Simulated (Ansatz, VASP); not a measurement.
## TaV in VASP and in Ansatz

INCAR

```
SYSTEM = TaV
  ALGO = Normal
  EDIFF = 1E-7
  ENCUT = 520
  GGA = PE
  ISIF = 2
  ISMEAR = -1
  ISPIN = 2
  LASPH = .TRUE.
  LCHARG = .FALSE.
  LMAXMIX = 4
  LORBIT = 11
  LREAL = .FALSE.
  LWAVE = .FALSE.
  MAGMOM = 0 2
  NBANDS = 23
  NELM = 100
  PREC = Accurate
  SIGMA = 0.05
```

File KPOINTS:

```
k-points
0
G
  10 10 6
  0 0 0
```

The input POSCAR:

```
TaV
1.0
    1.5849851759     -2.2765850279      0.0000000000
    1.5849851759      2.2765850279      0.0000000000
    0.0000000000      0.0000000000      4.2826867669
Ta V
1 1
Direct
    0.0000000000      0.0000000000      0.0000000000
    0.5000000000      0.5000000000      0.5000000000
```

input.yaml

```yaml
crystal:
  lattice:
    - [1.5849851759, -2.2765850279, 0.0]
    - [1.5849851759, 2.2765850279, 0.0]
    - [0.0, 0.0, 4.2826867669]
  atoms:
    - { symbol: Ta, position: [0.0, 0.0, 0.0] }
    - { symbol: V, position: [0.5, 0.5, 0.5], spin: 2.0 }
hamiltonian:
  xc: pbe
  pseudopotentials: { kind: paw }
magnetization:
  spin_polarized: true
kpoints:
  mp_grid: { grid: [10, 10, 6] }
scf:
  occupations: { method: fermi_dirac, width: 0.05 }
output:
  forces: true
  stress: true
  eigenvalues: true
```

Change from the starting cell: volume scaled by 0.96.

Alike in both runs: task single point; functional PBE; k mesh 10 × 10 × 6; occupations fermi-dirac, width 0.05 eV; collinear spin, ferromagnetic start.

|  | VASP | Ansatz |
| --- | --- | --- |
| version | VASP 6.6.1 | Ansatz 0.2.0 |
| potentials or method | VASP PAW PBE potentials, release 64 (Ta_pv, V_sv) | Ansatz PAW |
| plane-wave cutoff (eV) | 520 | 420 |
| valence electrons in the cell | 24 | 26 |

VASP gave:

```
gap on the k mesh at the Fermi level (eV)       : none
pressure (GPa)                                  : 8.3
largest component of the traceless stress (GPa) : 0.52
net moment per atom (μB)                        : 0.00
```

Question: Estimate Ansatz's values.

Answer: gap on the k mesh at the Fermi level (eV): none; pressure (GPa): 8.0; largest component of the traceless stress (GPa): 0.51; net moment per atom (μB): 0.00.

A gap of «none» marks a metal or a gap that the smearing closes. The functional is the same, so the differences come from potentials, cutoffs and numerics. The two sets of potentials don't hold the same shells in valence.

Caveats: the starting moments weren't kept (Ansatz). Spin-orbit coupling is left out, which matters for the levels of Ta.
